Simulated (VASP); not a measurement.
# BPd4 (Pmm2) in VASP: notebook

Aim: see how the results for BPd4 move with the level of theory and the settings. Levels: LDA, PBE, PBEsol, RPBE. Tasks: band structure.

All numbers are computed with VASP 6.6.1; they aren't measurements. Logs are shortened: lines on timing, memory, paths and dates and some standing lists are left out, and cuts for length are marked.

## 1. The structure

The structure is orthorhombic, space group Pmm2 (No. 25). Conventional cell: a = 2.892 Å, b = 4.365 Å, c = 5.856 Å, α = 90.00°, β = 90.00°, γ = 90.00°. Around Pd (site symmetry mm2) lie 1 B at 1.96 Å. Pd (site symmetry mm2) is surrounded by 2 B at 2.03 Å. Around Pd (site symmetry mm2) lie 10 Pd at 2.73 to 3.07 Å. Around Pd (site symmetry mm2) lie 2 B at 2.18 Å. Around B (site symmetry mm2) lie 5 Pd at 1.96 to 2.18 Å.

The cell comes from a database or a generator and needn't be the stable form of this composition.

## 2. Band structure, LDA

INCAR reads:

```
SYSTEM = BPd4
  PREC = Accurate
  ENCUT = 520
  EDIFF = 1E-6
  ISMEAR = -1
  SIGMA = 0.05
  LREAL = .FALSE.
  LASPH = .TRUE.
  NELM = 100
  ALGO = Fast
  ISIF = 2
  LWAVE = .FALSE.
  LCHARG = .FALSE.
  LMAXMIX = 4
  GGA = CA
  NBANDS = 30
```

KPOINTS reads:

```
regular mesh
0
G
  7 5 4
  0 0 0
```

POSCAR reads:

```
BPd4
1.0
    2.8920299704      0.0000000000      0.0000000000
    0.0000000000      4.3650077954      0.0000000000
    0.0000000000      0.0000000000      5.8563150000
Pd B
4 1
Direct
    0.5000000000      0.0000000000      0.1975780000
    0.0000000000      0.0000000000      0.6194700000
    0.0000000000      0.5000000000      0.3291640000
    0.5000000000      0.5000000000      0.8675610000
    0.5000000000      0.0000000000      0.8632270000
```

KPOINTS_OPT reads:

```
path GXSYGZURTZ,YT,UX,SR
10
line-mode
reciprocal
 0.0000000000  0.0000000000  0.0000000000  G
 0.5000000000  0.0000000000  0.0000000000  X

 0.5000000000  0.0000000000  0.0000000000  X
 0.5000000000  0.5000000000  0.0000000000  S

 0.5000000000  0.5000000000  0.0000000000  S
 0.0000000000  0.5000000000  0.0000000000  Y

 0.0000000000  0.5000000000  0.0000000000  Y
 0.0000000000  0.0000000000  0.0000000000  G

 0.0000000000  0.0000000000  0.0000000000  G
 0.0000000000  0.0000000000  0.5000000000  Z

 0.0000000000  0.0000000000  0.5000000000  Z
 0.5000000000  0.0000000000  0.5000000000  U

 0.5000000000  0.0000000000  0.5000000000  U
 0.5000000000  0.5000000000  0.5000000000  R

 0.5000000000  0.5000000000  0.5000000000  R
 0.0000000000  0.5000000000  0.5000000000  T

 0.0000000000  0.5000000000  0.5000000000  T
 0.0000000000  0.0000000000  0.5000000000  Z

 0.0000000000  0.5000000000  0.0000000000  Y
 0.0000000000  0.5000000000  0.5000000000  T

 0.5000000000  0.0000000000  0.5000000000  U
 0.5000000000  0.0000000000  0.0000000000  X

 0.5000000000  0.5000000000  0.0000000000  S
 0.5000000000  0.5000000000  0.5000000000  R
```

Potentials or basis: VASP PAW LDA potentials, release 64 (Pd, B).

Command:

```
> cat potpaw_LDA.64/Pd/POTCAR potpaw_LDA.64/B/POTCAR > POTCAR
> mpirun -np 1 vasp_std > vasp.out
```

OUTCAR:

```text
SYSTEM = BPd4
   PREC = Accurate
   ENCUT = 520
   EDIFF = 1E-6
   ISMEAR = -1
   LREAL = .FALSE.
   LASPH = .TRUE.
   NELM = 100
   ISIF = 2
   GGA = CA

 ion  position               nearest neighbor table
   1  0.500  0.000  0.198-   5 1.96   3 2.73   3 2.73   3 2.73   3 2.73   2 2.86   2 2.86   4 2.92
                             4 2.92
   2  0.000  0.000  0.619-   5 2.03   5 2.03   3 2.77   3 2.77   1 2.86   1 2.86   4 2.99   4 2.99
                             4 2.99   4 2.99
   3  0.000  0.500  0.329-   1 2.73   1 2.73   1 2.73   1 2.73   2 2.77   2 2.77   4 3.07   4 3.07

   4  0.500  0.500  0.868-   5 2.18   5 2.18   1 2.92   1 2.92   2 2.99   2 2.99   2 2.99   2 2.99
                             3 3.07   3 3.07
   5  0.500  0.000  0.863-   1 1.96   2 2.03   2 2.03   4 2.18   4 2.18

  LATTYP: Found a simple orthorhombic cell.
 ALAT       =     2.8920299704
 B/A-ratio  =     1.5093231537
 C/A-ratio  =     2.0249842014

  Lattice vectors:

 A1 = (   2.8920299704,   0.0000000000,   0.0000000000)
 A2 = (   0.0000000000,   4.3650077954,   0.0000000000)
 A3 = (   0.0000000000,   0.0000000000,   5.8563150000)

Analysis of symmetry for initial positions (statically):
=====================================================================
 Subroutine PRICEL returns:
 Original cell was already a primitive cell.

 Routine SETGRP: Setting up the symmetry group for a
 simple orthorhombic supercell.

 Subroutine GETGRP returns: Found  4 space group operations
 (whereof  4 operations were pure point group operations)
 out of a pool of  8 trial point group operations.

The static configuration has the point symmetry C_2v.

Analysis of symmetry for dynamics (positions and initial velocities):
=====================================================================
 Subroutine PRICEL returns:
 Original cell was already a primitive cell.

 Routine SETGRP: Setting up the symmetry group for a
 simple orthorhombic supercell.

 Subroutine GETGRP returns: Found  4 space group operations
 (whereof  4 operations were pure point group operations)
 out of a pool of  8 trial point group operations.

The dynamic configuration has the point symmetry C_2v.

 Subroutine INISYM returns: Found  4 space group operations
 (whereof  4 operations are pure point group operations),
 and found     1 'primitive' translations

----------------------------------------------------------------------------------------

                                     Primitive cell

  volume of cell :      73.9286

  direct lattice vectors                    reciprocal lattice vectors
     2.892029970  0.000000000  0.000000000     0.345777883  0.000000000  0.000000000
     0.000000000  4.365007795  0.000000000     0.000000000  0.229094665  0.000000000
     0.000000000  0.000000000  5.856315000     0.000000000  0.000000000  0.170755842

  length of vectors
     2.892029970  4.365007795  5.856315000     0.345777883  0.229094665  0.170755842

  position of ions in fractional coordinates (direct lattice)
     0.500000000  0.000000000  0.197578000
     0.000000000  0.000000000  0.619470000
     0.000000000  0.500000000  0.329164000
     0.500000000  0.500000000  0.867561000
     0.500000000  0.000000000  0.863227000

  ion indices of the primitive-cell ions
   primitive index   ion index
                 1           1
                 2           2
                 3           3
                 4           4
                 5           5

----------------------------------------------------------------------------------------

 KPOINTS: regular mesh

Automatic generation of k-mesh.
 Grid dimensions read from file:
 generate k-points for:    7    5    4

 Generating k-lattice:

  Cartesian coordinates                     Fractional coordinates (reciprocal lattice)
     0.049396840  0.000000000  0.000000000     0.142857143  0.000000000  0.000000000
     0.000000000  0.045818933  0.000000000     0.000000000  0.200000000  0.000000000
     0.000000000  0.000000000  0.042688961     0.000000000  0.000000000  0.250000000

  Length of vectors
     0.049396840  0.045818933  0.042688961

  Shift w.r.t. Gamma in fractional coordinates (k-lattice)
     0.000000000  0.000000000  0.000000000

 Subroutine IBZKPT returns following result:
 ===========================================

 Found     36 irreducible k-points:

 Following reciprocal coordinates:
            Coordinates               Weight
  0.000000  0.000000  0.000000      1.000000
  0.142857  0.000000  0.000000      2.000000
  0.285714  0.000000  0.000000      2.000000
  0.428571  0.000000  0.000000      2.000000
  0.000000  0.200000  0.000000      2.000000
  0.142857  0.200000  0.000000      4.000000
[... 16 lines left out ...]
  0.285714  0.400000  0.250000      8.000000
  0.428571  0.400000  0.250000      8.000000
 [... further k-points ...]
   k-points           NKPTS =     36   k-points in BZ     NKDIM =     36   number of bands    NBANDS=     30
   number of dos      NEDOS =    301   number of ions     NIONS =      5
   total plane-waves  NPLWV =  36864
   dimension x,y,z NGX =    24 NGY =   32 NGZ =   48
   dimension x,y,z NGXF=    48 NGYF=   64 NGZF=   96
   ions per type =               4   1
   NGX,Y,Z   is equivalent  to a cutoff of  13.80, 12.19, 13.63 a.u.
   NGXF,Y,Z  is equivalent  to a cutoff of  27.59, 24.38, 27.25 a.u.
 SYSTEM =  BPd4
   PREC   = accura    normal or accurate (medium, high low for compatibility)
   ISTART =      0    job   : 0-new  1-cont  2-samecut
   ICHARG =      2    charge: 1-file 2-atom 10-const
   ISPIN  =      1    spin polarized calculation?
   LNONCOLLINEAR =      F non collinear calculations
   LSORBIT =      F    spin-orbit coupling
   LASPH  =      T    aspherical Exc in radial PAW
   ENCUT  =  520.0 eV  38.22 Ry    6.18 a.u.   5.38  8.12 10.89*2*pi/ulx,y,z
   NELM   =    100;   NELMIN=  2; NELMDL= -5     # of ELM steps
   EDIFF  = 0.1E-05   stopping-criterion for ELM
   LREAL  =      F    real-space projection
   EDIFFG = 0.1E-04   stopping-criterion for IOM
   NSW    =      0    number of steps for IOM
   IBRION =     -1    ionic relax: 0-MD 1-quasi-New 2-CG
   NFREE  =      0    steps in history (QN), initial steepest desc. (CG)
   ISIF   =      2    stress and relaxation
   ISYM   =      2    0-nonsym 1-usesym 2-fastsym
   POTIM  = 0.5000    time-step for ionic-motion
   TEBEG  =    0.0;   TEEND  =   0.0 temperature during run
   PSTRESS=    0.0 pullay stress
   NELECT =      43.0000    total number of electrons
   NUPDOWN=      -1.0000    fix difference up-down
   EMIN   =  10.00;   EMAX   =-10.00  energy-range for DOS
   EFERMI =   0.00;   METHOD = LEGACY
   ISMEAR =    -1;   SIGMA  =   0.05  broadening in eV -4-tet -1-fermi 0-gaus
   EFERMI_NEDOS =   21; number of points for ismear=-14 and -15
   IALGO  =     68    algorithm
   IMIX   =      4    mixing-type and parameters
     AMIX     =   0.40;   BMIX     =  1.00
     AMIX_MAG =   1.60;   BMIX_MAG =  1.00
  volume/ion in A,a.u.               =      14.79        99.78
  Fermi-wavevector in a.u.,A,eV,Ry     =   1.366554  2.582413 25.408482  1.867471
  Thomas-Fermi vector in A             =   2.492685
   LORBIT       =      0    0 simple, 1 ext, 2 COOP (PROOUT), +10 PAW based schemes
   GGA     = CA    functional components
   LHFCALC =     F    Hartree Fock is set to
   AEXX    =    0.0000 exact exchange contribution
   IVDW    =     0    specifies the selected vdW correction
   LEPSILON=     F    determine dielectric tensor
   LRPA    =     F    only Hartree local field effects (RPA)
 non-spin polarized calculation
 RMM-DIIS sequential band-by-band and
  energy-cutoff  :      520.00
  volume of cell :       73.93
 maximum number of plane-waves:      2008
 NGX is ok and might be reduce to    24
   NGX = 11   NGY = 17   NGZ = 21

 number of electron      42.9999999 magnetization

 Free energy of the ion-electron system (eV)
  ---------------------------------------------------
  ext. energy  EPLUGINS =         0.00000000
  ---------------------------------------------------
  free energy    TOTEN  =       -33.01515980 eV

  energy without entropy =      -32.99347325  energy(sigma->0) =      -33.00431653

 E-fermi :   7.8504     XC(G=0): -12.6238

 val. band max:        7.8497098269   @ k =   0.4286   0.0000   0.0000
 cond. band min:       7.8879368116   @ k =   0.2857   0.4000   0.5000
 fundamental gap:      0.0382269848
 Fermi energy:         7.8504105085

 k-point     1 :       0.0000    0.0000    0.0000
  band No.  band energies     occupation
      1      -1.5627      2.00000
      2       2.3430      2.00000
      3       2.5715      2.00000
      4       3.2644      2.00000
      5       3.2824      2.00000
      6       3.8276      2.00000
[... 22 lines left out ...]
     29      16.4559      0.00000
     30      17.6077      0.00000

 k-point     2 :       0.1429    0.0000    0.0000
  band No.  band energies     occupation
      1      -1.3018      2.00000
      2       2.5285      2.00000
      3       2.8863      2.00000
      4       3.3197      2.00000
      5       3.4511      2.00000
      6       3.7838      2.00000
[... 22 lines left out ...]
     29      16.7196      0.00000
     30      17.9500      0.00000

 k-point     3 :       0.2857    0.0000    0.0000
  band No.  band energies     occupation
      1      -0.6786      2.00000
      2       2.4823      2.00000
      3       3.3432      2.00000
      4       3.4166      2.00000
      5       3.6839      2.00000
      6       3.8139      2.00000
[... 22 lines left out ...]
     29      16.3636      0.00000
     30      17.4871      0.00000

 k-point     4 :       0.4286    0.0000    0.0000
  band No.  band energies     occupation
      1      -0.1543      2.00000
      2       2.5660      2.00000
      3       3.2820      2.00000
      4       3.3449      2.00000
      5       3.3684      2.00000
      6       3.6716      2.00000
[... 616 lines left out ...]
     29      17.6037      0.00000
     30      20.0566      0.00000

 k-point    23 :       0.2857    0.4000    0.2500
  band No.  band energies     occupation
      1       0.1264      2.00000
      2       2.3625      2.00000
      3       2.4490      2.00000
      4       3.1511      2.00000
      5       3.5956      2.00000
      6       3.9835      2.00000
[... 22 lines left out ...]
     29      17.2019      0.00000
     30      18.1587      0.00000

 k-point    24 :       0.4286    0.4000    0.2500
  band No.  band energies     occupation
      1       0.5148      2.00000
      2       2.1791      2.00000
      3       2.4759      2.00000
      4       3.0060      2.00000
      5       3.4346      2.00000
      6       3.8120      2.00000
[... 22 lines left out ...]
     29      16.1946      0.00000
     30      17.2589      0.00000

 [... further k-points ...]
[... 5 lines left out ...]
  --------------------------------------------------------------------------------------
  -------------------------------------------------------------------------------------
  Total       -5.8054299     -6.1710944     -5.7279564      0.0000000      0.0000000      0.0000000
  in kB     -125.8150879   -133.7397584   -124.1360860      0.0000000      0.0000000      0.0000000
  external PRESSURE =    -127.8969774 kB  Pullay stress =       0.0000000 kB

 VOLUME and BASIS-vectors are now :
 -----------------------------------------------------------------------------
  energy-cutoff  :      520.00
  volume of cell :       73.93
      direct lattice vectors                 reciprocal lattice vectors
     2.892029970  0.000000000  0.000000000     0.345777883  0.000000000  0.000000000
     0.000000000  4.365007795  0.000000000     0.000000000  0.229094665  0.000000000
     0.000000000  0.000000000  5.856315000     0.000000000  0.000000000  0.170755842

 POSITION                                       TOTAL-FORCE (eV/Angst)
 -----------------------------------------------------------------------------------
      1.44601      0.00000      1.15708         0.000000      0.000000     -0.148841
      0.00000      0.00000      3.62781         0.000000      0.000000      0.067812
      0.00000      2.18250      1.92769         0.000000      0.000000     -0.077358
      1.44601      2.18250      5.08071         0.000000      0.000000      0.180029
      1.44601      0.00000      5.05533         0.000000      0.000000     -0.021641
 -----------------------------------------------------------------------------------
    total drift:                                0.000000     -0.000000     -0.000104

  FREE ENERGIE OF THE ION-ELECTRON SYSTEM (eV)
  ---------------------------------------------------
  free  energy   TOTEN  =       -33.0151598021 eV

  energy  without entropy=      -32.9934732532  energy(sigma->0) =      -33.00431653
```

Wall time 2.5 min (1 thread of Intel Xeon Platinum 8488C (Sapphire Rapids), shared host); peak memory 0.24 GiB.

What came out:

```
Free energy             : -33.0152 eV
Pressure                : -12.8 GPa
Largest force           : 0.180 eV/Å
Band gap along the path : none (metal or under the smearing width)
```

Forces on the atoms (eV/Å):
```
Pd   0.000  0.000 -0.149
Pd   0.000  0.000  0.068
Pd   0.000  0.000 -0.077
Pd   0.000  0.000  0.180
B    0.000  0.000 -0.022
```

Stress tensor (GPa, compression positive):
```
-12.58   0.00   0.00
  0.00 -13.37   0.00
  0.00   0.00 -12.41
```

Levels at the corners of the path, in eV from the Fermi level:
```
point  band 18  band 19  band 20  band 21  band 22  band 23  band 24  band 25
    Γ    -1.38    -1.19    -0.83    -0.53    -0.32     0.07     0.41     5.19
    X    -0.63    -0.60    -0.31     0.41     0.45     1.75     2.49     3.38
    X    -0.63    -0.60    -0.31     0.41     0.45     1.75     2.49     3.38
    S    -0.75    -0.37    -0.06     0.78     1.44     2.29     2.35     3.02
    S    -0.75    -0.37    -0.06     0.78     1.44     2.29     2.35     3.02
    Y    -1.46    -1.00    -0.86    -0.86    -0.77    -0.44     1.35     2.22
    Y    -1.46    -1.00    -0.86    -0.86    -0.77    -0.44     1.35     2.22
    Γ    -1.38    -1.19    -0.83    -0.53    -0.32     0.07     0.41     5.19
    Γ    -1.38    -1.19    -0.83    -0.53    -0.32     0.07     0.41     5.19
    Z    -1.30    -1.24    -1.08    -0.83     0.05     1.59     1.88     4.46
    Z    -1.30    -1.24    -1.08    -0.83     0.05     1.59     1.88     4.46
    U    -0.61    -0.58    -0.30     0.00     0.55     1.53     2.36     2.78
    U    -0.61    -0.58    -0.30     0.00     0.55     1.53     2.36     2.78
    R    -0.69    -0.61    -0.18    -0.17     1.02     2.16     2.35     2.62
    R    -0.69    -0.61    -0.18    -0.17     1.02     2.16     2.35     2.62
    T    -1.20    -0.94    -0.88    -0.85    -0.45    -0.44    -0.13     3.25
    T    -1.20    -0.94    -0.88    -0.85    -0.45    -0.44    -0.13     3.25
    Z    -1.30    -1.24    -1.08    -0.83     0.05     1.59     1.88     4.46
    Y    -1.46    -1.00    -0.86    -0.86    -0.77    -0.44     1.35     2.22
    T    -1.20    -0.94    -0.88    -0.85    -0.45    -0.44    -0.13     3.25
    U    -0.61    -0.58    -0.30     0.00     0.55     1.53     2.36     2.78
    X    -0.63    -0.60    -0.31     0.41     0.45     1.75     2.49     3.38
    S    -0.75    -0.37    -0.06     0.78     1.44     2.29     2.35     3.02
    R    -0.69    -0.61    -0.18    -0.17     1.02     2.16     2.35     2.62
```

(Continued in part 2 of 3.)
